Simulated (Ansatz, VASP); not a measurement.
# CsSrF3: VASP beside Ansatz, part 2 of 2

One calculation is typed for both programs; each brings its own data sets. How far apart do they land? The cell is taken from a series of runs on this material, whose earlier steps may have relaxed, scaled, displaced or heated it; both programs get it as it stands.

VASP 6.6.1 and Ansatz 0.2.0.

So far: The starting structure; VASP: relaxation of cell and atoms, PBEsol, pair 1; Ansatz: relaxation of cell and atoms, PBEsol, pair 1; Side by side.

### 5. VASP: relaxation of cell and atoms, PBEsol, pair 2

Level of this step: PBEsol; plane waves and PAW (Cs_sv, Sr_sv, F) (VASP).

The relaxed volume is the usual yardstick between codes: in a stiff, nearly cubic crystal its relative difference is about their pressure difference at one cell divided by the bulk modulus. This pair takes another cell of the material, with 10 atoms against 5 for the pair before.

Input file INCAR:

```
SYSTEM = CsSrF3
PREC = Accurate
ENCUT = 600
EDIFF = 1E-07
NELM = 120
ISMEAR = 0
SIGMA = 0.01
LREAL = .FALSE.
ALGO = Normal
GGA = PS
NBANDS = 50
LORBIT = 11
LWAVE = .FALSE.
LCHARG = .FALSE.
ISIF = 3
IBRION = 2
NSW = 80
EDIFFG = -0.005
LASPH = .TRUE.
GGA_COMPAT = .FALSE.
NELMIN = 4
EFERMI = MIDGAP
KPAR = 2
```

Input file POSCAR:

```
CsSrF3
1.0
    6.6344030000      0.0000000000      0.0000000000
    0.0000000000      6.6344030000      0.0000000000
    0.0000000000      0.0000000000      4.7727040000
Cs Sr F
2 2 6
Direct
    0.5000000000      0.0000000000      0.0000000000
    0.0000000000      0.5000000000      0.0000000000
    0.0000000000      0.0000000000      0.5000000000
    0.5000000000      0.5000000000      0.5000000000
    0.0000000000      0.0000000000      0.0000000000
    0.5000000000      0.5000000000      0.0000000000
    0.7047571575      0.7952428425      0.5000000000
    0.2952428425      0.2047571575      0.5000000000
    0.7952428425      0.2952428425      0.5000000000
    0.2047571575      0.7047571575      0.5000000000
```

Input file KPOINTS:

```
Automatic mesh
0
Gamma
4 4 6
0 0 0
```

Potentials, in the order of the species: Cs_sv, Sr_sv and F (PBE family, release 64).

The run is started by

```bash
> mpirun -np 2 vasp_std
```

Numbers of over 12 decimals in the logs are rounded to 6 here.

Log:

```text
[banner, memory and clock lines left out]
running    2 mpi-ranks, on    1 nodes
[...]
[... a notice as in an earlier step ...]

 LDA part: xc-table for (Slater+PW92), standard interpolation
 POSCAR, INCAR and KPOINTS ok, starting setup
[...]
entering main loop
       N       E                     dE             d eps       ncg     rms          rms(c)
DAV:   1     0.638384571110E+03    0.63838E+03   -0.43938E+04  2400   0.165E+03
DAV:   2    -0.808452249290E+01   -0.64647E+03   -0.62696E+03  3036   0.351E+02
DAV:   3    -0.547619406918E+02   -0.46677E+02   -0.46471E+02  2984   0.972E+01
DAV:   4    -0.572771988404E+02   -0.25153E+01   -0.25121E+01  3816   0.147E+01
[...]
DAV:  14    -0.514681920370E+02   -0.74484E-06   -0.29412E-06  2918   0.837E-03    0.536E-03
DAV:  15    -0.514681919083E+02    0.12872E-06   -0.52578E-07  2474   0.330E-03    0.115E-03
DAV:  16    -0.514681918132E+02    0.95055E-07   -0.16187E-07  2018   0.252E-03
   1 F= -.51468192E+02 E0= -.51468192E+02  d E =-.514682E+02
[... from here on, the cycles between the ionic steps are left out ...]
   2 F= -.51468615E+02 E0= -.51468615E+02  d E =-.423233E-03
   3 F= -.51468626E+02 E0= -.51468626E+02  d E =-.433804E-03
   4 F= -.51468626E+02 E0= -.51468626E+02  d E =-.434277E-03
   5 F= -.51468625E+02 E0= -.51468625E+02  d E =-.433397E-03
   6 F= -.51468634E+02 E0= -.51468634E+02  d E =-.897908E-05
   7 F= -.51468660E+02 E0= -.51468660E+02  d E =-.344507E-04
   8 F= -.51468703E+02 E0= -.51468703E+02  d E =-.780493E-04
[...]
reached required accuracy - stopping structural energy minimisation
```

Parts of OUTCAR (step 5):

```text
  Total       -0.0259678     -0.0259678     -0.0024028      0.0000000     -0.0000000     -0.0000000
  in kB       -0.1972905     -0.1972905     -0.0182549      0.0000000     -0.0000000     -0.0000000
  external PRESSURE =      -0.1376120 kB  Pullay stress =       0.0000000 kB

 POSITION                                       TOTAL-FORCE (eV/Angst)
 -----------------------------------------------------------------------------------
      3.32118     -0.00000      4.77964         0.000000      0.000000      0.000000
      6.64236      3.32118      4.77964         0.000000      0.000000      0.000000
      6.64236     -0.00000      2.38982         0.000000     -0.000000      0.000000
      3.32118      3.32118      2.38982         0.000000     -0.000000      0.000000
      6.64236     -0.00000      4.77964         0.000000      0.000000      0.000000
      3.32118      3.32118      4.77964         0.000000      0.000000      0.000000
      4.67836      5.28517      2.38982        -0.003078      0.003078      0.000000
      1.96399      1.35719      2.38982         0.003078     -0.003078     -0.000000
      5.28517      1.96399      2.38982         0.003078      0.003078      0.000000
      1.35719      4.67836      2.38982        -0.003078     -0.003078     -0.000000
 -----------------------------------------------------------------------------------
    total drift:                               -0.000000      0.000000      0.000000

  FREE ENERGIE OF THE ION-ELECTRON SYSTEM (eV)
  ---------------------------------------------------
  free  energy   TOTEN  =       -51.4687032596 eV

  energy  without entropy=      -51.4687032596  energy(sigma->0) =      -51.46870326

[... 1 part as in an earlier step ...]

[... 3 further parts left out ...]
[key lines of the parts left out:]
E-fermi :   0.9537
```

### 6. Ansatz: relaxation of cell and atoms, PBEsol, pair 2

The same cell, functional and mesh now go to Ansatz, which takes its cutoff from its data sets.

The cell is taken from a series of runs on this material, whose earlier steps may have relaxed, scaled, displaced or heated it; both programs get it as it stands.

Input file input.yaml:

```yaml
crystal:
  lattice:
    - [6.6344028785, 0.0, 0.0]
    - [0.0, 6.6344028785, 0.0]
    - [0.0, 0.0, 4.7727042661]
  atoms:
    - { symbol: Cs, position: [0.5, 0.0, 0.0] }
    - { symbol: Cs, position: [0.0, 0.5, 0.0] }
    - { symbol: Sr, position: [0.0, 0.0, 0.5] }
    - { symbol: Sr, position: [0.5, 0.5, 0.5] }
    - { symbol: F, position: [0.0, 0.0, 0.0] }
    - { symbol: F, position: [0.5, 0.5, 0.0] }
    - { symbol: F, position: [0.7047571594, 0.7952428406, 0.5] }
    - { symbol: F, position: [0.2952428406, 0.2047571594, 0.5] }
    - { symbol: F, position: [0.7952428406, 0.2952428406, 0.5] }
    - { symbol: F, position: [0.2047571594, 0.7047571594, 0.5] }
kpoints:
  mp_grid: { grid: [4, 4, 6] }
hamiltonian:
  xc: pbesol
  pseudopotentials: { kind: paw, azcp: { folder: soft_1 }, xc_functional: pbe }
scf:
  occupations: { method: fixed }
output:
  forces: true
  stress: true
  eigenvalues: true
relax:
  adjacent_minimum: "off"
  f_tol: 0.001
  max_steps: 60
  cell: { stress_tol: 0.01 }
```

The run is started by

```bash
> ansatz run input.yaml --threads 4 --pin off --max-ram 10240MiB --backend cpu --events-out ev --progress --plain --runs-dir out
```

Log:

```text
[...]
Crystal: 10 atoms, lattice volume = 210.072 Å³
Basis set: ecut = 420 eV, 4111 PW (Γ), exchange–correlation on 90×90×64 points (8 copies of the dense FFT grid, shifted against one another)
Bands: 50, of which v1, the nominal top of the filled ones, is band 40 counted from 1 (39 counted from 0)
Symmetry: 16 space group operations
[...]
k-points: 24 of 96
[...]
- { symbol: Cs, position: [0.0, 0.500000, 0.0] }
    - { symbol: Sr, position: [0.0, 0.0, 0.5] }
    - { symbol: Sr, position: [0.500000, 0.500000, 0.5] }
    - { symbol: F, position: [0.0, 0.0, 0.0] }
    - { symbol: F, position: [0.500000, 0.500000, 0.0] }
    - { symbol: F, position: [0.704757, 0.795243, 0.5] }
    - { symbol: F, position: [0.2952428406, 0.204757, 0.5] }
    - { symbol: F, position: [0.795243, 0.2952428406, 0.5] }
    - { symbol: F, position: [0.204757, 0.704757, 0.5] }
[key lines of the parts left out:]
SCF converged after 9 iterations
Free energy (F): -22976.424410 eV
Fermi energy:    2.270229 eV
P = ⅓ Tr σ = 0.0068 GPa (0.068 kbar)
```

### 7. Comparison

Compared:

```tsv
quantity	Ansatz	VASP	difference
volume (Å³)	210.07	210.88	-0.38 %
edge a after relaxation, in the typed setting (Å)	6.634	6.642	-0.12 %
edge c after relaxation, in the typed setting (Å)	4.773	4.780	-0.14 %
```

### 8. Ansatz: relaxation of cell and atoms, PBEsol, pair 3

The relaxed volume is the usual yardstick between codes: in a stiff, nearly cubic crystal its relative difference is about their pressure difference at one cell divided by the bulk modulus.

The cell is taken from a series of runs on this material, whose earlier steps may have relaxed, scaled, displaced or heated it; both programs get it as it stands.

input.yaml, the sections that differ from step 6:

```yaml
crystal:
  lattice:
    - [-3.3146046915, 3.3146046915, 4.7716630958]
    - [3.3146046915, -3.3146046915, 4.7716630958]
    - [3.3146046915, 3.3146046915, -4.7716630958]
  atoms:
    - { symbol: Cs, position: [0.25, 0.75, 0.5] }
    - { symbol: Cs, position: [0.75, 0.25, 0.5] }
    - { symbol: Sr, position: [0.0, 0.0, 0.0] }
    - { symbol: Sr, position: [0.5, 0.5, 0.0] }
    - { symbol: F, position: [0.2975213114, 0.2024786886, 0.5] }
    - { symbol: F, position: [0.7024786886, 0.7975213114, 0.5] }
    - { symbol: F, position: [0.25, 0.25, 0.0] }
    - { symbol: F, position: [0.75, 0.75, 0.0] }
    - { symbol: F, position: [0.2024786886, 0.7024786886, 0.9049573772] }
    - { symbol: F, position: [0.7975213114, 0.2975213114, 0.0950426228] }
kpoints:
  mp_grid: { grid: [6, 6, 6] }
# hamiltonian, scf, output, relax: as in step 6
```

Log:

```text
[...]
Crystal: 10 atoms, lattice volume = 209.697 Å³
Basis set: ecut = 420 eV, 4095 PW (Γ), exchange–correlation on 90×90×90 points (8 copies of the dense FFT grid, shifted against one another)
Bands: 50, of which v1, the nominal top of the filled ones, is band 40 counted from 1 (39 counted from 0)
Symmetry: 16 space group operations
[...]
k-points: 30 of 216
[...]
- { symbol: Sr, position: [0.0, 0.0, 0.0] }
    - { symbol: Sr, position: [0.500000, 0.500000, 0.0] }
    - { symbol: F, position: [0.297521, 0.202479, 0.500000] }
    - { symbol: F, position: [0.7024786886, 0.797521, 0.5] }
    - { symbol: F, position: [0.250000, 0.250000, 0.0] }
    - { symbol: F, position: [0.750000, 0.750000, 0.0] }
    - { symbol: F, position: [0.202479, 0.702479, 0.904957] }
    - { symbol: F, position: [0.797521, 0.297521, 0.095043] }
[key lines of the parts left out:]
SCF converged after 7 iterations
Free energy (F): -22976.437411 eV
Fermi energy:    2.291466 eV
P = ⅓ Tr σ = 0.0010 GPa (0.010 kbar)
```

### 9. VASP: relaxation of cell and atoms, PBEsol, pair 3

The same cell, functional and mesh now go to VASP, with its own data sets.

INCAR is that of step 5.

Input file POSCAR:

```
CsSrF3
1.0
   -3.3146050000      3.3146050000      4.7716630000
    3.3146050000     -3.3146050000      4.7716630000
    3.3146050000      3.3146050000     -4.7716630000
Cs Sr F
2 2 6
Direct
    0.2500000000      0.7500000000      0.5000000000
    0.7500000000      0.2500000000      0.5000000000
    0.0000000000      0.0000000000      0.0000000000
    0.5000000000      0.5000000000      0.0000000000
    0.2975212921      0.2024787079      0.5000000000
    0.7024787079      0.7975212921      0.5000000000
    0.2500000000      0.2500000000      0.0000000000
    0.7500000000      0.7500000000      0.0000000000
    0.2024787079      0.7024787079      0.9049574157
    0.7975212921      0.2975212921      0.0950425843
```

Input file KPOINTS:

```
Automatic mesh
0
Gamma
6 6 6
0 0 0
```

The run is started by

```bash
> mpirun -np 2 vasp_std
```

Log:

```text
[... set-up lines as in an earlier step ...]
 entering main loop
       N       E                     dE             d eps       ncg     rms          rms(c)
DAV:   1     0.647500868601E+03    0.64750E+03   -0.44785E+04  3000   0.167E+03
DAV:   2    -0.708040522097E+01   -0.65458E+03   -0.63679E+03  3814   0.348E+02
DAV:   3    -0.549339524764E+02   -0.47854E+02   -0.47653E+02  3640   0.978E+01
DAV:   4    -0.572678570770E+02   -0.23339E+01   -0.23309E+01  4936   0.146E+01
[...]
DAV:  14    -0.514825189164E+02   -0.34842E-06   -0.36158E-06  4112   0.111E-02    0.512E-03
DAV:  15    -0.514825188150E+02    0.10139E-06   -0.61713E-07  3192   0.379E-03    0.124E-03
DAV:  16    -0.514825187724E+02    0.42617E-07   -0.22252E-07  2664   0.304E-03
   1 F= -.51482519E+02 E0= -.51482519E+02  d E =-.514825E+02
[... from here on, the cycles between the ionic steps are left out ...]
   2 F= -.51482899E+02 E0= -.51482899E+02  d E =-.380457E-03
   3 F= -.51482909E+02 E0= -.51482909E+02  d E =-.389728E-03
   4 F= -.51482909E+02 E0= -.51482909E+02  d E =-.390117E-03
   5 F= -.51482908E+02 E0= -.51482908E+02  d E =-.389221E-03
   6 F= -.51482922E+02 E0= -.51482922E+02  d E =-.140558E-04
   7 F= -.51482961E+02 E0= -.51482961E+02  d E =-.533750E-04
   8 F= -.51483027E+02 E0= -.51483027E+02  d E =-.118584E-03
   9 F= -.51483104E+02 E0= -.51483104E+02  d E =-.196071E-03
[...]
reached required accuracy - stopping structural energy minimisation
```

OUTCAR, selected parts (step 9):

```text
  Total       -0.0474280     -0.0474280      0.0156480      0.0000000     -0.0000000      0.0000000
  in kB       -0.3611476     -0.3611476      0.1191538      0.0000000     -0.0000000      0.0000000
  external PRESSURE =      -0.2010472 kB  Pullay stress =       0.0000000 kB

 POSITION                                       TOTAL-FORCE (eV/Angst)
 -----------------------------------------------------------------------------------
      3.31786      0.00000      2.38921        -0.000000     -0.000000     -0.000000
      0.00000      3.31786      2.38921         0.000000     -0.000000     -0.000000
      0.00000      0.00000      0.00000         0.000000     -0.000000     -0.000000
      0.00000      0.00000      4.77842        -0.000000     -0.000000     -0.000000
      1.33622      1.98163      0.00000        -0.001052      0.001052     -0.000000
      1.98163      1.33622      4.77842         0.001052     -0.001052      0.000000
      0.00000      0.00000      2.38921        -0.000000     -0.000000     -0.000000
      0.00000      0.00000      7.16763         0.000000     -0.000000     -0.000000
      4.65408      1.33622      0.00000        -0.001052     -0.001052      0.000000
     -1.33622      1.98163      4.77842         0.001052      0.001052     -0.000000
 -----------------------------------------------------------------------------------
    total drift:                                0.000000     -0.000000      0.000000

  FREE ENERGIE OF THE ION-ELECTRON SYSTEM (eV)
  ---------------------------------------------------
  free  energy   TOTEN  =       -51.4831040642 eV

  energy  without entropy=      -51.4831040642  energy(sigma->0) =      -51.48310406

[... 1 part as in an earlier step ...]

[... 3 further parts left out ...]
[key lines of the parts left out:]
E-fermi :   0.9705
```

### 10. Side by side

The two programs side by side:

```tsv
quantity	Ansatz	VASP	difference
volume (Å³)	209.70	210.41	-0.34 %
edge a after relaxation, in the typed setting (Å)	6.689	6.697	-0.12 %
```

### 11. Outcome

* difference in volume (relaxation of cell and atoms, PBEsol, pair 1): -0.34 %
* difference in volume (relaxation of cell and atoms, PBEsol, pair 2): -0.38 %
* difference in volume (relaxation of cell and atoms, PBEsol, pair 3): -0.34 %

In words: The difference in volume is -0.38 % (relaxation of cell and atoms, PBEsol, pair 2), within the 1.2 % picked in this series as the mark of a large difference, as far as the stopping tolerances let one tell. How closely two codes agree says nothing of how well the functional describes the real material.

[Lines on the potential files, build, host, timing and source positions are cut from VASP's logs without a mark.]

[Logs are printed without paths, hosts, clocks, repeated set-up lines and the standing remarks that a program may print on its own settings, such as how far it seeks lower states.]

[Hosts, paths, dates, database ids (printed as entryN), source tags and the programs' standing remarks are cut or masked in the printed files.]
